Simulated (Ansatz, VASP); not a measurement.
# BeAl3: VASP beside Ansatz

File INCAR:

```
SYSTEM = BeAl3
PREC = Accurate
ENCUT = 520
EDIFF = 1E-7
ISMEAR = -1
SIGMA = 0.05
LREAL = .False.
LASPH = .True.
NELM = 60
ALGO = Normal
ISIF = 2
LWAVE = .False.
LCHARG = .False.
GGA = PE
NBANDS = 14
```

The input KPOINTS:

```
regular mesh
0
Gamma
  10 10 10
  0 0 0
```

File POSCAR:

```
BeAl3
1.0
   -1.9025433241      1.9025433241      3.7732608751
    1.9025433241     -1.9025433241      3.7732608751
    1.9025433241      1.9025433241     -3.7732608751
Al Be
3 1
Direct
    0.5000000000      0.5000000000      0.0000000000
    0.2500000000      0.7500000000      0.5000000000
    0.7500000000      0.2500000000      0.5000000000
    0.0000000000      0.0000000000      0.0000000000
```

The input input.yaml:

```yaml
crystal:
  lattice:
    - [-1.9025433241, 1.9025433241, 3.7732608751]
    - [1.9025433241, -1.9025433241, 3.7732608751]
    - [1.9025433241, 1.9025433241, -3.7732608751]
  atoms:
    - { symbol: Al, position: [0.5, 0.5, 0.0] }
    - { symbol: Al, position: [0.25, 0.75, 0.5] }
    - { symbol: Al, position: [0.75, 0.25, 0.5] }
    - { symbol: Be, position: [0.0, 0.0, 0.0] }
hamiltonian:
  xc: pbe
  pseudopotentials: { kind: paw }
kpoints:
  mp_grid: { grid: [10, 10, 10] }
scf:
  occupations: { method: fermi_dirac, width: 0.05 }
output:
  forces: true
  stress: true
  eigenvalues: true
  write_density: true
  write_potential: true
  elf: true
  volumetric_format: npy
```

Change from the starting cell: volume scaled by 0.94.

Alike in both runs: task single point; functional PBE; k mesh 10 × 10 × 10; occupations fermi-dirac, width 0.05 eV; no spin polarisation.

|  | VASP | Ansatz |
| --- | --- | --- |
| version | VASP 6.6.1 | Ansatz 0.2.0 |
| potentials or method | VASP PAW PBE potentials, release 64 (Al, Be) | Ansatz PAW |
| plane-wave cutoff (eV) | 520 | 420 |
| valence electrons in the cell | 11 | 11 |

|  | VASP | Ansatz | Ansatz less VASP |
| --- | --- | --- | --- |
| gap on the k mesh at the Fermi level (eV) | none | none | - |
| pressure (GPa) | 7.1 | 7.1 | +0.01 |
| largest component of the traceless stress (GPa) | 0.67 | 0.68 | +0.005 |

A gap of «none» marks a metal or a gap that the smearing closes. The functional is the same, so the differences come from potentials, cutoffs and numerics.
